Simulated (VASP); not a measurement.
## ZrC (Fm-3m): a series in biaxial strain in the (111) plane

Wanted: the elastic response of ZrC to biaxial strain in the (111) plane, with a fit that predicts a row left out.

Main program and level: VASP 6.6.1; PBEsol; plane waves and PAW (Zr_sv, C); cell typed or built by script, in the first sound run; inputs show where later runs differ.

## 1. The starting structure

It takes space group Fm-3m (No. 225, cubic). The conventional cell has a = 4.700 Å, b = 4.700 Å, c = 4.700 Å, α = 90.00°, β = 90.00°, γ = 90.00°. Zr has 6 C at 2.35 Å nearest. C has 6 Zr at 2.35 Å nearest. Farther neighbours are not listed.

As a file:

```
Zr C
1.0
     0.00000    2.35000    2.35000
     2.35000    0.00000    2.35000
     2.35000    2.35000    0.00000
Zr C
1 1
Direct
  0.00000 0.00000 0.00000
  0.50000 0.50000 0.50000
```

## 2. Relax the crystal, PBEsol

The series starts from the cell that this level prefers, so that zero strain is near zero stress.

This step took 2 runs in a row; the last is shown.

Level: PBEsol; plane waves and PAW (Zr_sv, C); cell typed or built by script.

Input file INCAR:

```
SYSTEM = ZrC
PREC = Accurate
ENCUT = 600
EDIFF = 1E-07
NELM = 120
ISMEAR = 1
SIGMA = 0.15
LREAL = .FALSE.
ALGO = Normal
GGA = PS
NBANDS = 14
LASPH = .TRUE.
LORBIT = 11
LWAVE = .FALSE.
LCHARG = .FALSE.
KPAR = 8
IBRION = 2
NSW = 40
ISIF = 3
EDIFFG = -0.005
POTIM = 0.4
```

Input file POSCAR:

```
ZrC
1.0
    0.0000000000      2.3355427485      2.3355427485
    2.3355427485      0.0000000000      2.3355427485
    2.3355427485      2.3355427485      0.0000000000
Zr C
1 1
Direct
    0.0000000000      0.0000000000      0.0000000000
    0.5000000000      0.5000000000      0.5000000000
```

Input file KPOINTS:

```
Automatic mesh
0
Gamma
18 18 18
0 0 0
```

PAW data sets: Zr_sv and C (PBE family, release 64).

On the command line:

```bash
mpirun -np 8 vasp_std
```

Output:

```text
[banner, memory and clock lines left out]
running    8 mpi-ranks, on    1 nodes
[...]
|                                                                             |
|           W    W    AA    RRRRR   N    N  II  N    N   GGGG   !!!           |
|           W    W   A  A   R    R  NN   N  II  NN   N  G    G  !!!           |
|           W    W  A    A  R    R  N N  N  II  N N  N  G       !!!           |
|           W WW W  AAAAAA  RRRRR   N  N N  II  N  N N  G  GGG   !            |
|           WW  WW  A    A  R   R   N   NN  II  N   NN  G    G                |
|           W    W  A    A  R    R  N    N  II  N    N   GGGG   !!!           |
|                                                                             |
|     For optimal performance we recommend to set                             |
|       NCORE = 2 up to number-of-cores-per-socket                            |
|     NCORE specifies how many cores store one orbital (NPAR=cpu/NCORE).      |
|     This setting can greatly improve the performance of VASP for DFT.       |
[...]
|     You enforced a specific xc type in the INCAR file but a different       |
|     [... a line on the potential file left out ...]
|     I HOPE YOU KNOW WHAT YOU ARE DOING!                                     |
|                                                                             |

 LDA part: xc-table for (Slater+PW92), standard interpolation
 POSCAR, INCAR and KPOINTS ok, starting setup
[...]
entering main loop
       N       E                     dE             d eps       ncg     rms          rms(c)
DAV:   1     0.115064087494E+03    0.11506E+03   -0.95762E+03  5460   0.129E+03
DAV:   2    -0.183220030657E+02   -0.13339E+03   -0.12459E+03  6774   0.318E+02
DAV:   3    -0.236319696987E+02   -0.53100E+01   -0.52558E+01  7924   0.565E+01
DAV:   4    -0.237806437026E+02   -0.14867E+00   -0.14861E+00  6756   0.832E+00
[...]
DAV:  12    -0.205737011830E+02    0.33309E-05   -0.16614E-05  7296   0.294E-02    0.107E-02
DAV:  13    -0.205737007234E+02    0.45960E-06   -0.11525E-06  6642   0.779E-03    0.438E-03
DAV:  14    -0.205737006596E+02    0.63773E-07   -0.63516E-08  3828   0.184E-03
   1 F= -.20573701E+02 E0= -.20573610E+02  d E =-.205737E+02
[...]
reached required accuracy - stopping structural energy minimisation
```

Wall time 14 s (8 MPI ranks of Intel Xeon Platinum 8488C (Sapphire Rapids), shared host); peak memory 1.8 GiB.

Lines that name or quote the potential files are left out of all logs, and their timing lines are given in words.

OUTCAR, selected parts (step 2):

```text
  Total       -0.0018072     -0.0018072     -0.0018072      0.0000000      0.0000000     -0.0000000
  in kB       -0.1136367     -0.1136367     -0.1136367      0.0000000      0.0000000     -0.0000000
  external PRESSURE =      -0.1136367 kB  Pullay stress =       0.0000000 kB

 POSITION                                       TOTAL-FORCE (eV/Angst)
 -----------------------------------------------------------------------------------
      0.00000      0.00000      0.00000        -0.000000      0.000000     -0.000000
      2.33554      2.33554      2.33554         0.000000     -0.000000      0.000000
 -----------------------------------------------------------------------------------
    total drift:                                0.000000      0.000000      0.000000

  FREE ENERGIE OF THE ION-ELECTRON SYSTEM (eV)
  ---------------------------------------------------
  free  energy   TOTEN  =       -20.5737006596 eV

  energy  without entropy=      -20.5734298950  energy(sigma->0) =      -20.57361040

 reached required accuracy - stopping structural energy minimisation

[... 3 further parts left out ...]
[key lines of the parts left out:]
E-fermi :   9.7174
```

Numbers from this step:

* energy(sigma→0) of the program: -20.5736 eV
* stress, compression positive: -0.01 along [111], -0.01 across it (mean), GPa
* volume: 25.480 Å³
* ionic steps: 1

## 3. Strain along the normal, PBEsol

One member in full: the plane is strained by 0.5 %, and the strain along the normal is moved by secant steps until the normal stress is under 0.012 GPa or five steps are spent; the atoms relax at each step.

This step took 3 runs, each at a new trial strain with the atoms of the one before; the last is shown.

Level: PBEsol; plane waves and PAW (Zr_sv, C); cell typed or built by script.

Edit INCAR of step 2 so:

```diff
@@ -15,7 +15,7 @@
 LCHARG = .FALSE.
-KPAR = 8
-IBRION = 2
-NSW = 40
-ISIF = 3
-EDIFFG = -0.005
-POTIM = 0.4
+KPAR = 2
+IBRION = 1
+NSW = 25
+ISIF = 2
+EDIFFG = -0.004
+POTIM = 0.3
```

Input file POSCAR:

```
ZrC
1.0
   -0.0126004770      2.3346199850      2.3346199850
    2.3346199850     -0.0126004770      2.3346199850
    2.3346199850      2.3346199850     -0.0126004770
Zr C
1 1
Direct
    0.0000000000      0.0000000000      0.0000000000
    0.5000000000      0.5000000000      0.5000000000
```

KPOINTS is that of step 2.

On the command line:

```bash
mpirun -np 2 vasp_std
```

Output:

```text
[banner, memory and clock lines left out]
running    2 mpi-ranks, on    1 nodes
[...]
[... a notice as in an earlier step ...]

 LDA part: xc-table for (Slater+PW92), standard interpolation
 POSCAR, INCAR and KPOINTS ok, starting setup
[...]
entering main loop
       N       E                     dE             d eps       ncg     rms          rms(c)
DAV:   1     0.114155953204E+03    0.11416E+03   -0.95947E+03 16248   0.129E+03
DAV:   2    -0.183949407158E+02   -0.13255E+03   -0.12374E+03 20278   0.317E+02
DAV:   3    -0.236527594650E+02   -0.52578E+01   -0.51992E+01 23686   0.560E+01
DAV:   4    -0.237873587279E+02   -0.13460E+00   -0.13453E+00 20270   0.797E+00
[...]
DAV:  12    -0.205719224344E+02    0.35666E-05   -0.16818E-05 21712   0.296E-02    0.106E-02
DAV:  13    -0.205719219046E+02    0.52988E-06   -0.11700E-06 20092   0.781E-03    0.435E-03
DAV:  14    -0.205719218538E+02    0.50792E-07   -0.64444E-08 11108   0.184E-03
   1 F= -.20571922E+02 E0= -.20571845E+02  d E =-.205719E+02
 BRION: g(F)=  0.261E-61 g(S)=  0.000E+00
 reached required accuracy - stopping structural energy minimisation
```

Wall time 1.7 min (2 MPI ranks); peak memory 0.73 GiB.

From OUTCAR (step 3):

```text
  Total       -0.2577653     -0.2577653     -0.2577653      0.1288742      0.1288742      0.1288742
  in kB      -16.0973606    -16.0973606    -16.0973606      8.0481522      8.0481522      8.0481522
  external PRESSURE =     -16.0973606 kB  Pullay stress =       0.0000000 kB

 POSITION                                       TOTAL-FORCE (eV/Angst)
 -----------------------------------------------------------------------------------
      0.00000      0.00000      0.00000        -0.000000      0.000000     -0.000000
      2.32832      2.32832      2.32832         0.000000     -0.000000      0.000000
 -----------------------------------------------------------------------------------
    total drift:                                0.000000      0.000000      0.000000

  FREE ENERGIE OF THE ION-ELECTRON SYSTEM (eV)
  ---------------------------------------------------
  free  energy   TOTEN  =       -20.5719218538 eV

  energy  without entropy=      -20.5716919571  energy(sigma->0) =      -20.57184522

[... 1 part as in an earlier step ...]

[... 3 further parts left out ...]
[key lines of the parts left out:]
E-fermi :   9.6380
```

Read from the output:

* energy(sigma→0) of the program: -20.5718 eV
* stress, compression positive: 0.00 along [111], -2.41 across it (mean), GPa
* ionic steps: 1

## 4. All members

The other members went through these steps as far as the tables show, with the same cutoff and, step by step, the same mesh; 25 runs are not shown. The session took 1.5 core hours (wall time by ranks) on a shared machine.

| in-plane strain (%) | strain along the normal (%) | in-plane stress, tension positive (GPa) | energy above the unstrained row, extrapolated to no smearing (meV/atom) |
| --- | --- | --- | --- |
| -2.000 | 1.210 | -10.593 | 16.617 |
| -1.500 | 0.907 | ? | ? |
| -1.000 | 0.605 | -5.094 | 4.118 |
| -0.500 | 0.303 | -2.493 | 1.057 |
| 0 | 0.000 | 0.011 | 0.000 |
| 0.500 | -0.309 | 2.415 | 0.883 |
| 1.000 | -0.616 | 4.739 | 3.634 |
| 1.500 | -0.920 | 6.989 | 8.212 |
| 2.000 | -1.220 | 9.173 | 14.571 |

## 5. Stress from the known rows

Fitting a parabola to the 8 known rows (e: strain in %) gives stress = − 0.1796 e² + 4.934 e + 0.004713 in GPa; the residuals are 0.014 GPa r.m.s.

At e = -1.5 this predicts -7.800 GPa.

## 6. Prediction against calculation

The calculation gives -7.797 GPa, so the prediction is 0.003 GPa too low.

Slopes at zero strain, from cubics through all rows: strain ratio -0.611, stress over strain 491 GPa.

## 7. Outcome

```json
{"error of the predicted stress": "-0.003 GPa", "ratio of normal to in-plane strain": "-0.611", "biaxial modulus": "491 GPa"}
```

In words: As a check, the curvature of the energy gives 487 GPa for the same modulus (energy per volume = M × strain²), 1 % from the slope of the stress. These are static values: temperature and zero-point motion are left out. In a metal the slopes also depend on mesh and smearing, which were held through the series.

[Lines on the potential files, build, host, timing and source positions are cut from VASP's logs without a mark.]

[Logs are printed without paths, hosts, clocks, repeated set-up lines and the standing remarks that a program may print on its own settings, such as how far it seeks lower states.]

[Hosts, paths, dates, database ids (printed as entryN), source tags and the programs' standing remarks are cut or masked in the printed files.]

[In band tables of VASP the shares of atoms and orbitals are scaled to a sum of 1 inside the atoms' spheres.]
